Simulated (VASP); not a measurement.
# PtC18: single point with PBEsol

Slab: PtC18, a slab with vacuum.

```
CELL_PARAMETERS angstrom
7.39800 0.00000 0.00000
-3.69900 6.40686 0.00000
0.00000 0.00000 12.00000
ATOMIC_POSITIONS crystal
C 0.00327 0.99870 0.07991
C 0.22471 0.10942 0.07990
C 0.00327 0.33117 0.07991
C 0.22471 0.44189 0.07991
C 0.99989 0.66324 0.09831
C 0.22810 0.77735 0.09829
C 0.33898 0.00158 0.08529
C 0.55786 0.10886 0.08083
C 0.33694 0.33177 0.07851
C 0.55819 0.44240 0.08059
C 0.33898 0.66400 0.08528
C 0.55785 0.77560 0.08082
C 0.66979 0.99820 0.08059
C 0.89104 0.10882 0.07851
C 0.67013 0.33174 0.08083
C 0.88900 0.43902 0.08530
C 0.67012 0.66499 0.08083
C 0.88900 0.77658 0.08529
Pt 0.11403 0.72031 0.25858
```

The cell was built by a generator and needn't be a form met in nature.

| Item | Value |
| --- | --- |
| Program | VASP 6.6.1 |
| Task | single point |
| Functional | PBEsol |
| Potentials or basis | VASP PAW PBE potentials, release 64 (C, Pt) |
| Cutoff | 520 eV |
| k mesh | 2 × 2 × 1 |
| Occupations | gaussian, width 0.02 eV |
| Spin | no spin polarisation |

```yaml
Largest_force: 0.123 eV/Å
Band_gap_on_the_k_mesh: 0.30 eV, direct
```

Forces in eV/Å, atoms in the order of the input:
```
C    0.004 -0.005  0.001
C   -0.003 -0.003  0.002
C    0.004 -0.001 -0.001
C    0.000  0.000  0.000
C   -0.040 -0.018 -0.064
C    0.039  0.020 -0.054
C   -0.010 -0.004 -0.001
C    0.007  0.002 -0.001
C   -0.003 -0.001 -0.003
C    0.001  0.004  0.000
C   -0.002 -0.004 -0.004
C    0.006 -0.003  0.000
C   -0.007  0.001  0.004
C   -0.002  0.007  0.002
C   -0.010 -0.007  0.000
C    0.010  0.010  0.000
C   -0.008 -0.006 -0.003
C    0.011  0.008  0.000
Pt   0.001  0.000  0.123
```

Levels at points of the mesh, in eV from the valence-band top:
```csv
k point,band 38,band 39,band 40,band 41,band 42,band 43,band 44,band 45
"(0.00, 0.00, 0.00)",-1.23,-1.23,-0.28,0.00,0.30,0.57,1.00,3.73
"(0.50, 0.00, 0.00)",-1.44,-1.10,-1.07,-0.91,0.37,1.80,2.47,2.55
"(0.00, 0.50, 0.00)",-1.42,-1.41,-1.00,-0.90,0.55,1.78,2.53,2.57
"(0.50, 0.50, 0.00)",-1.42,-1.41,-1.00,-0.90,0.55,1.78,2.53,2.57
```

Run time: 8 min on 1 thread of Intel(R) Xeon(R) Platinum 8175M CPU @ 2.50GHz (Skylake/Cascade Lake), on a shared host, peak memory 0.6 GiB.

Caveat: the k mesh is coarse (spacing up to 0.49 Å⁻¹), so the values aren't converged; the PAW data sets were made with another functional, which shifts forces and pressure a little; spin-orbit coupling is left out, which moves the levels of the heavy elements. PBEsol gaps usually lie below the measured ones, often by a third to a half.
